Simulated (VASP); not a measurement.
Given:

```
CELL_PARAMETERS angstrom
      0.00000     2.00835     2.00835
      2.00835     0.00000     2.00835
      7.89102     7.89102     0.14239
ATOMIC_POSITIONS crystal
  Cu 0.00000 0.00000 0.00000
  Au 0.02670 0.02670 0.22998
  Au 0.00000 0.00000 0.50000
  Au 0.97330 0.97330 0.77002
```

Calculation: PBEsol GGA, VASP's PBE PAW potentials (set 64) (plane waves; VASP). Numerical set-up: 400 eV cut-off, Gaussian smearing of 0.050 eV, potentials Cu Au.

Task: Give the energies of bands 11 to 24 at the high-symmetry points, in eV from the Fermi level.

Result: 
```csv
band,Γ,T,H2,L,S0,F
11,-4.63,-4.60,-3.88,-3.06,-3.88,-3.64
12,-4.63,-3.53,-3.84,-2.97,-3.83,-3.03
13,-3.52,-3.53,-3.50,-2.63,-3.52,-2.85
14,-3.52,-3.52,-3.46,-2.63,-3.46,-1.94
15,-3.07,-3.26,-2.62,-2.20,-2.62,-1.87
16,-3.07,-3.26,-2.18,-1.97,-2.19,-1.78
17,-2.77,-2.90,-2.11,-1.89,-2.10,-1.75
18,-2.77,-2.53,-1.95,-1.78,-1.95,-1.72
19,-2.77,-2.46,-1.90,-1.74,-1.89,-1.56
20,-2.25,-2.46,-1.72,-1.60,-1.72,-1.48
21,-2.25,-2.27,2.25,-0.06,2.23,-1.14
22,-1.65,-2.27,2.28,0.29,2.28,0.63
23,-1.65,-1.75,3.01,0.87,3.03,0.95
24,-0.78,-1.75,3.29,1.34,3.57,1.25
```

It has no gap at this level: it comes out as a metal or semimetal.

The structure was generated: Au3Cu was put into an ordered model structure (R-3m), which need not be its known phase. It was relaxed first.
